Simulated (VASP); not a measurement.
Data:

```
CELL_PARAMETERS angstrom
      3.54206     0.00000     0.00000
      0.00000     3.54206     0.00000
      0.00000     0.00000     3.54206
ATOMIC_POSITIONS crystal
  Al 0.00000 0.00000 0.00000
  Ni 0.00000 0.50000 0.50000
  Ni 0.50000 0.00000 0.50000
  Ni 0.50000 0.50000 0.00000
```
Starting moments (μB, in the order of the record's atoms Al Ni Ni Ni): 0.0 0.2 0.2 0.2.

Computed with optB86b-vdW, VASP's PBE PAW potentials (set 64) (plane waves; VASP). Numerical set-up: 520 eV cut-off, Gaussian smearing of 0.050 eV, potentials Al Ni.

### Question
Predict the cell moment, band gap (along the path) with the smallest direct gap where there is one.

### Answer

```json
{
  "band gap (along the path)": "none (metal, semimetal or under 0.01 eV)",
  "cell_moment": "0.00 μB"
}
```

Only differences to runs with the same potentials and settings are physical.

The compound is Ni3Al in the L1_2 structure. It was relaxed first.
